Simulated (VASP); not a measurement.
The input files of a VASP run:

### KPOINTS
```
K-points
0
Gamma
 6 6 6
0 0 0
```

POSCAR:
```
NaI
1
    0.0000000000     3.2308277450     3.2308277450
    3.2308277450     0.0000000000     3.2308277450
    3.2308277450     3.2308277450     0.0000000000
Na I
1 1
Direct
  0.0000000000   0.0000000000   0.0000000000
  0.5000000000   0.5000000000   0.5000000000
```

INCAR:
```
AEXX = 0.25
ALGO = Normal
EDIFF = 1E-6
ENCUT = 520
GGA = PE
HFSCREEN = 0.2
ISIF = 2
ISMEAR = 0
ISYM = 3
LASPH = .True.
LCHARG = .False.
LHFCALC = .True.
LMAXMIX = 4
LREAL = .False.
LWAVE = .False.
NELM = 60
PREC = Accurate
PRECFOCK = Fast
SIGMA = 0.05
SYSTEM = NaI
```

POTCAR, in this order: Na_pv I (PBE.64 set). Program: vasp_std. Read from the step before: WAVECAR.

Question: Write an equivalent input for Quantum ESPRESSO's pw.x.

Answer: One equivalent input (not run):
```
&CONTROL
  calculation = 'scf'
  pseudo_dir = './pseudo'
  outdir = './out'
  tprnfor = .true.
  tstress = .false.
/
&SYSTEM
  ibrav = 0
  nat = 2
  ntyp = 2
  ecutwfc = 88
  occupations = 'smearing'
  smearing = 'gaussian'
  degauss = 0.003675
  input_dft = 'hse'
  nqx1 = 6
  nqx2 = 6
  nqx3 = 6
  screening_parameter = 0.1058
/
&ELECTRONS
  conv_thr = 7.3e-08
  electron_maxstep = 60
/
ATOMIC_SPECIES
  Na 22.990 Na.upf
  I 126.904 I.upf
CELL_PARAMETERS angstrom
     0.0000000    3.2308277    3.2308277
     3.2308277    0.0000000    3.2308277
     3.2308277    3.2308277    0.0000000
ATOMIC_POSITIONS crystal
  Na   0.0000000  0.0000000  0.0000000
  I    0.5000000  0.5000000  0.5000000
K_POINTS automatic
  6 6 6 0 0 0
```
What does not carry over: the potentials are each code's own (VASP's PAW set, PseudoDojo norm-conserving files in pw.x), so ENCUT and ecutwfc are chosen apart and not converted; conv_thr bounds pw.x's estimated SCF error, while EDIFF bounds the energy change between steps.

The compound is NaI in the rock salt structure. This cell is one point of a volume scan, at 0.97 of the reference volume.
